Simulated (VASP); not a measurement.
VASP input:

INCAR:
```
SYSTEM = CsBr
PREC = Accurate
ENCUT = 520
EDIFF = 1E-6
NELM = 100
ALGO = Normal
LREAL = .FALSE.
LASPH = .TRUE.
ISMEAR = 0
SIGMA = 0.05
GGA = PE
IVDW = 12
LMAXMIX = 4
LWAVE = .FALSE.
LCHARG = .FALSE.
IBRION = 2
ISIF = 3
NSW = 60
EDIFFG = -0.01
```

**POSCAR**
```
CsBr
1
    4.2900000000     0.0000000000     0.0000000000
    0.0000000000     4.2900000000     0.0000000000
    0.0000000000     0.0000000000     4.2900000000
Cs Br
1 1
Direct
  0.0000000000   0.0000000000   0.0000000000
  0.5000000000   0.5000000000   0.5000000000
```

### KPOINTS
```
Automatic mesh
0
G
  6 6 6
0 0 0
```

POTCAR, in this order: Cs_sv Br (PBE.64 set). Program: vasp_std.

Question: Write an equivalent input for Ansatz.

Answer: One equivalent input (not run):
Ansatz 0.2 input:
```yaml
crystal:
  lattice:
    - [4.2900000, 0.0000000, 0.0000000]
    - [0.0000000, 4.2900000, 0.0000000]
    - [0.0000000, 0.0000000, 4.2900000]
  atoms:
    - { symbol: Cs, position: [0.0000000, 0.0000000, 0.0000000] }
    - { symbol: Br, position: [0.5000000, 0.5000000, 0.5000000] }
kpoints:
  mp_grid: { grid: [6, 6, 6] }
hamiltonian:
  xc: pbe
  dispersion: d3bj
  pseudopotentials: { kind: paw }
scf:
  occupations: { method: gaussian, width: 0.05 }
  max_iter: 100
relax:
  max_steps: 60
  f_tol: 0.01
  cell: {}
output: { forces: true, stress: true, eigenvalues: true }
```
What does not carry over: each code has its own PAW files, so the cut-off isn't converted (ENCUT is set for VASP's; basis.ecutwfc is left out, and Ansatz then takes the one that its files recommend); Ansatz stops its SCF on the density residual and VASP on the energy change (EDIFF).

The compound is CsBr in the CsCl type structure. This run relaxes it. Symmetry was kept, so distortions that lower it aren't found.
